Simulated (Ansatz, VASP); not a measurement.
# Cross-check of Cu (Cu(110)) between VASP and Ansatz, part 2 of 2

One calculation is typed for both programs; each brings its own data sets. How far apart do they land? Of the first pair: The structure shown is the start of the Ansatz relaxation below; VASP solves that cell, so the two are compared at the walk's first step.

VASP 6.6.1 and Ansatz 0.2.0.

So far: Starting point; Ansatz: relaxation, PBE; VASP: single point, PBE, start cell, pair 1.

**4. Differences**

Known differences besides the potentials themselves: the data sets hold 76 valence electrons in Ansatz (on its default PAW (the set named soft_2) files) and 44 in VASP; the cutoff is 420 eV in Ansatz and 520 eV in VASP. Total energies have different zeros and are not compared.

Forces (eV/Å; atoms numbered as in POSCAR):

```tsv
atom	Ansatz x, y, z	VASP x, y, z
Cu1	0.000, 0.000, 0.289	0.000, 0.000, 0.260
Cu2	0.000, 0.000, -0.434	0.000, 0.000, -0.430
Cu3	0.000, 0.000, 0.434	0.000, 0.000, 0.430
Cu4	0.000, 0.000, -0.289	0.000, 0.000, -0.260
```

The forces differ by 12 meV/Å r.m.s., which is 5.8 % of the r.m.s. force of 0.205 eV/Å (both taken over all components). With vacuum in the cell, a pressure given here is an average over mostly empty space and none of the material.

**5. Ansatz: relaxation, PBE**

This run makes the geometry at which the two programs are then compared.

The structure compared here is the end of the Ansatz relaxation.

Contents of input.yaml:

```yaml
crystal:
  lattice:
    - [3.61, 0.0, 0.0]
    - [0.0, 2.5526554801, 0.0]
    - [0.0, 0.0, 21.8289832201]
  atoms:
    - { symbol: Cu, position: [0.5, 0.5, 0.412295887] }
    - { symbol: Cu, position: [0.0, 0.0, 0.4707652957] }
    - { symbol: Cu, position: [0.5, 0.5, 0.5292347043] }
    - { symbol: Cu, position: [0.0, 0.0, 0.587704113] }
kpoints:
  mp_grid: { grid: [12, 12, 1] }
hamiltonian:
  xc: pbe
scf:
  occupations: { method: fermi_dirac, width: 0.1 }
  convergence: { dr2_threshold: 1.0e-08 }
efield:
  axis: 3
  dipole_correction: true
  ramp_position: 0.97
  ramp_width: 0.06
relax:
  f_tol: 0.02
  max_steps: 60
  constraints: [{ sites: [0, 1] }]
output:
  write_potential: true
  write_density: true
  volumetric_format: npy
```

Started as:

```bash
$ ansatz run input.yaml --threads 4 --pin off --max-ram 16384MiB --backend cpu --events-out ev --progress --plain --runs-dir out
```

Numbers of over 12 decimals in the logs are rounded to 6 here.

Log:

```text
[...]
Crystal: 4 atoms, lattice volume = 201.156 Å³
Basis set: ecut = 420 eV, 3941 PW (Γ), exchange–correlation on 50×36×300 points (8 copies of the dense FFT grid, shifted against one another)
Bands: 46, of which v1, the nominal top of the filled ones, is band 38 counted from 1 (37 counted from 0)
Symmetry: 4 space group operations
k-points: 49 of 144
[...]
--- Relaxed structure (3 steps of the walk, 3 accepted, 0 SCFs on fresh bases) ---
  F+E_penalty+E_count = -26498.86601991 eV   max|allowed force component| = 6.178e-3 eV/Å
  atoms:
    - { symbol: Cu, position: [0.5, 0.5, 0.412296] }
    - { symbol: Cu, position: [0.0, 0.0, 0.4707652957] }
    - { symbol: Cu, position: [0.5, 0.5, 0.532718] }
    - { symbol: Cu, position: [0.0, 0.0, 0.586149] }
[key lines of the parts left out:]
SCF converged after 10 iterations
Free energy (F): -26498.866020 eV
Fermi energy:    0.599702 eV
Dipole field:    D = -0.000325 V/Å  (p = -0.000362 e·Å, saw-weighted, corrected)
Work function:   Φ+ = 4.4340 eV   Φ− = 4.4269 eV
```

**6. VASP: single point, PBE, relaxed cell, pair 2**

The same cell, functional, mesh and smearing now go to VASP, with its own data sets.

Contents of INCAR:

```
SYSTEM = Cu
PREC = Accurate
ENCUT = 520
EDIFF = 1E-06
NELM = 120
ISMEAR = -1
SIGMA = 0.1
LREAL = .FALSE.
ALGO = Normal
GGA = PE
NBANDS = 28
LASPH = .TRUE.
LORBIT = 11
LWAVE = .FALSE.
LCHARG = .FALSE.
ISIF = 2
LDIPOL = .TRUE.
IDIPOL = 3
DIPOL = 0.5 0.5 0.501
LVHAR = .TRUE.
GGA_COMPAT = .FALSE.
NELMDL = -8
```

Contents of POSCAR:

```
Cu
1.0
    3.6100000000      0.0000000000      0.0000000000
    0.0000000000      2.5526554801      0.0000000000
    0.0000000000      0.0000000000     21.8289832201
Cu
4
Direct
    0.5000000000      0.5000000000      0.4122958870
    0.0000000000      0.0000000000      0.4707652957
    0.5000000000      0.5000000000      0.5327181550
    0.0000000000      0.0000000000      0.5861491883
```

Contents of KPOINTS:

```
Automatic mesh
0
Gamma
12 12 1
0 0 0
```

Potentials, in the order of the species: Cu (PBE family, release 64).

Started as:

```bash
$ mpirun -np 1 vasp_std
```

Log:

```text
[... set-up lines as in an earlier step ...]
 entering main loop
       N       E                     dE             d eps       ncg     rms          rms(c)
DAV:   1     0.345373905247E+03    0.34537E+03   -0.18198E+04  2744   0.165E+03
DAV:   2     0.434193200881E+01   -0.34103E+03   -0.32800E+03  2764   0.351E+02
DAV:   3    -0.153413297358E+02   -0.19683E+02   -0.18864E+02  3028   0.135E+02
DAV:   4    -0.160157736374E+02   -0.67444E+00   -0.67059E+00  3064   0.288E+01
[...]
DAV:  25    -0.131241982464E+02   -0.20295E-05   -0.15269E-07  2056   0.805E-03    0.410E-04
DAV:  26    -0.131242001330E+02   -0.18866E-05   -0.11530E-07  1824   0.481E-03    0.389E-04
DAV:  27    -0.131242003111E+02   -0.17809E-06   -0.24905E-08  1760   0.342E-03
   1 F= -.13124200E+02 E0= -.13097830E+02  d E =-.527406E-01
```

From OUTCAR (step 6):

```text
  Total       -1.8104754     -1.5847970     -0.4274209      0.0000000      0.0000000      0.0000000
  in kB      -14.4201669    -12.6226723     -3.4043442      0.0000000      0.0000000      0.0000000
  external PRESSURE =     -10.1490611 kB  Pullay stress =       0.0000000 kB

 POSITION                                       TOTAL-FORCE (eV/Angst)
 -----------------------------------------------------------------------------------
      1.80500      1.27633      9.00000         0.000000      0.000000      0.366105
      0.00000      0.00000     10.27633         0.000000      0.000000     -0.392663
      1.80500      1.27633     11.62870         0.000000      0.000000      0.002232
      0.00000      0.00000     12.79504         0.000000      0.000000      0.024326
 -----------------------------------------------------------------------------------
    total drift:                                0.000000     -0.000000      0.001391

  FREE ENERGIE OF THE ION-ELECTRON SYSTEM (eV)
  ---------------------------------------------------
  free  energy   TOTEN  =       -13.1242003111 eV

  energy  without entropy=      -13.0714597135  energy(sigma->0) =      -13.09783001

[... 2 parts as in an earlier step ...]

[... 1 further part left out ...]
[key lines of the parts left out:]
E-fermi :  -1.5409
```

**7. Side by side**

What differs besides the data sets and the points named for the pairs above, as far as they apply: the data sets hold 76 valence electrons in Ansatz (on its default PAW (the set named soft_2) files) and 44 in VASP. Total energies have different zeros and are not compared.

The two programs side by side:

```tsv
quantity	Ansatz	VASP	difference
work function, lower of the two faces (eV)	4.43	4.41	+0.02
work function, higher of the two faces (eV)	4.43	4.41	+0.02
```

Forces (eV/Å; atoms numbered as in POSCAR):

```tsv
atom	Ansatz x, y, z	VASP x, y, z
Cu1	0.000, 0.000, 0.395	0.000, 0.000, 0.366
Cu2	0.000, 0.000, -0.395	0.000, 0.000, -0.393
Cu3	0.000, 0.000, 0.006	0.000, 0.000, 0.002
Cu4	0.000, 0.000, -0.006	0.000, 0.000, 0.024
```

The forces differ by 12 meV/Å r.m.s., which is 7.8 % of the r.m.s. force of 0.155 eV/Å (both taken over all components). With vacuum in the cell, a pressure given here is an average over mostly empty space and none of the material.

**8. Outcome**

* r.m.s. force difference (single point, PBE, start cell, pair 1): 5.8 % of the r.m.s. force
* r.m.s. force difference (single point, PBE, relaxed cell, pair 2): 12 meV/Å

The r.m.s. force difference is 5.8 % of the r.m.s. force (single point, PBE, start cell, pair 1), beyond the 3 % picked in this series as the mark of a large difference. The data sets hold unlike numbers of valence electrons (76 in Ansatz and 44 in VASP), so part of the differences comes from the potentials. What causes the difference of the single point, PBE, relaxed cell, pair 2 pair stays open here. Such differences can come from data sets, numerical settings and the points named under the comparisons, not from the functional's error against experiment.

[Lines on the potential files, build, host, timing and source positions are cut from VASP's logs without a mark.]

[Logs are printed without paths, hosts, clocks, repeated set-up lines and the standing remarks that a program may print on its own settings, such as how far it seeks lower states.]

[Hosts, paths, dates, database ids (printed as entryN), source tags and the programs' standing remarks are cut or masked in the printed files.]
